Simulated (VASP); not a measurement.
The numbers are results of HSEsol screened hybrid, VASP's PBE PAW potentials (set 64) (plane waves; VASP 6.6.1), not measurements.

VASP input:

File KPOINTS:
```
Automatic mesh
0
Gamma
8 8 8
0 0 0
```

**POSCAR**
```
MgO
1
    0.0000000000     2.1444718206     2.1444718206
    2.1444718206     0.0000000000     2.1444718206
    2.1444718206     2.1444718206     0.0000000000
Mg O
1 1
Direct
  0.0000000000   0.0000000000   0.0000000000
  0.5000000000   0.5000000000   0.5000000000
```

**INCAR**
```
SYSTEM = MgO
PREC = Accurate
ENCUT = 520
EDIFF = 1E-6
NELM = 60
ALGO = Normal
LREAL = .FALSE.
LASPH = .TRUE.
ISMEAR = 0
SIGMA = 0.05
GGA = PS
HFSCREEN = 0.2
AEXX = 0.25
LHFCALC = .TRUE.
PRECFOCK = Fast
ISYM = 3
LWAVE = .FALSE.
LCHARG = .FALSE.
ISIF = 2
```

POTCAR, in this order: Mg O (PBE.64 set). Program: vasp_std. Read from the step before: WAVECAR.

Output of the run:

### OUTCAR
```
 ion  position               nearest neighbor table
   1  0.000  0.000  0.000-   2 2.14   2 2.14   2 2.14   2 2.14   2 2.14   2 2.14
   2  0.500  0.500  0.500-   1 2.14   1 2.14   1 2.14   1 2.14   1 2.14   1 2.14
  LATTYP: Found a face centered cubic cell.
 ALAT       =     4.2889436412
 Subroutine PRICEL returns:
 Original cell was already a primitive cell.
 Subroutine GETGRP returns: Found 48 space group operations
The static configuration has the point symmetry O_h .
The dynamic configuration has the point symmetry O_h .
 Subroutine INISYM returns: Found 48 space group operations
 Subroutine IBZKPT returns following result:
 Found     29 irreducible k-points:

 Following reciprocal coordinates:
            Coordinates               Weight
  0.000000  0.000000  0.000000      1.000000
  0.125000  0.000000  0.000000      8.000000
  0.250000  0.000000  0.000000      8.000000
  0.375000  0.000000  0.000000      8.000000
  0.500000  0.000000  0.000000      4.000000
  0.125000  0.125000  0.000000      6.000000
  0.250000  0.125000  0.000000     24.000000
  0.375000  0.125000  0.000000     24.000000
  0.500000  0.125000  0.000000     24.000000
...
```

File OSZICAR:
```
       N       E                     dE             d eps       ncg     rms          rms(c)
DAV:   1    -0.146424084191E+02   -0.14642E+02   -0.31183E-01   464   0.517E+00    0.412E-01
DAV:   2    -0.146427858822E+02   -0.37746E-03   -0.49025E-03   528   0.474E-01    0.203E-01
DAV:   3    -0.146425273847E+02    0.25850E-03   -0.10180E-03   504   0.320E-01    0.965E-02
DAV:   4    -0.146423871219E+02    0.14026E-03   -0.54665E-05   480   0.719E-02    0.574E-02
DAV:   5    -0.146423395019E+02    0.47620E-04   -0.50111E-05   504   0.512E-02    0.363E-02
DAV:   6    -0.146423253620E+02    0.14140E-04   -0.66052E-06   504   0.286E-02    0.219E-02
DAV:   7    -0.146423200989E+02    0.52632E-05   -0.19266E-06   296   0.202E-02    0.123E-02
DAV:   8    -0.146423182981E+02    0.18008E-05   -0.71595E-07   264   0.127E-02    0.696E-03
DAV:   9    -0.146423176895E+02    0.60861E-06   -0.22127E-07   264   0.649E-03
   1 F= -.14642318E+02 E0= -.14642318E+02  d E =-.245961E-16
```

**OUTCAR**
```
------------------------ aborting loop because EDIFF is reached ----------------------------------------
  FORCE on cell =-STRESS in cart. coord.  units (eV):
  Direction    XX          YY          ZZ          XY          YZ          ZX
  --------------------------------------------------------------------------------------
  Total       -1.5034058     -1.5034058     -1.5034058      0.0000000      0.0000000     -0.0000000
  in kB     -122.1225252   -122.1225252   -122.1225252      0.0000000      0.0000000     -0.0000000
  external PRESSURE =    -122.1225252 kB  Pullay stress =       0.0000000 kB
  volume of cell :       19.72
      direct lattice vectors                 reciprocal lattice vectors
     0.000000000  2.144471821  2.144471821    -0.233157645  0.233157645  0.233157645
     2.144471821  0.000000000  2.144471821     0.233157645 -0.233157645  0.233157645
     2.144471821  2.144471821  0.000000000     0.233157645  0.233157645 -0.233157645
  FREE ENERGIE OF THE ION-ELECTRON SYSTEM (eV)
  ---------------------------------------------------
  free  energy   TOTEN  =       -14.6423176895 eV

  energy  without entropy=      -14.6423176895  energy(sigma->0) =      -14.64231769

  exchange ACFDT corr.  =         0.00000000  see jH, gK, PRB 81, 115126
```
(Selected blocks of OUTCAR.)

### OUTCAR
```
 val. band max:        1.4665196792   @ k =   0.0000   0.0000   0.0000

 cond. band min:       7.3021602083   @ k =   0.0000   0.0000   0.0000


 Fermi energy:         1.7382486736

 k-point     1 :       0.0000    0.0000    0.0000
  band No.  band energies     occupation
      1     -17.0281      2.00000
      2       1.4665      2.00000
      3       1.4665      2.00000
      4       1.4665      2.00000
      5       7.3022      0.00000
      6      18.7804      0.00000
      7      18.7804      0.00000
      8      18.7804      0.00000

 k-point     2 :       0.1250    0.0000    0.0000
  band No.  band energies     occupation
      1     -16.8699      2.00000
      2       0.5044      2.00000
      3       1.3627      2.00000
      4       1.3627      2.00000
      5       8.2397      0.00000
      6      17.0868      0.00000
      7      19.1298      0.00000
      8      19.1298      0.00000

 k-point     3 :       0.2500    0.0000    0.0000
  band No.  band energies     occupation
      1     -16.4609      2.00000
      2      -1.2549      2.00000
      3       1.1231      2.00000
      4       1.1231      2.00000
      5       9.7795      0.00000
      6      15.5444      0.00000
      7      19.5596      0.00000
      8      19.5596      0.00000

 k-point     4 :       0.3750    0.0000    0.0000
  band No.  band energies     occupation
      1     -16.0046      2.00000
      2      -2.7032      2.00000
      3       0.8971      2.00000
      4       0.8971      2.00000
      5      10.5646      0.00000
      6      15.3697      0.00000
      7      19.3093      0.00000
      8      19.3093      0.00000

 k-point     5 :       0.5000    0.0000    0.0000
  band No.  band energies     occupation
      1     -15.7982      2.00000
      2      -3.2634      2.00000
      3       0.8071      2.00000
      4       0.8071      2.00000
      5      10.6778      0.00000
      6      15.6175      0.00000
      7      19.1192      0.00000
...
```

The compound is MgO in the rock salt structure. This cell is one point of a volume scan, at 1.03 of the reference volume. The cell's shape comes from a PBE relaxation.
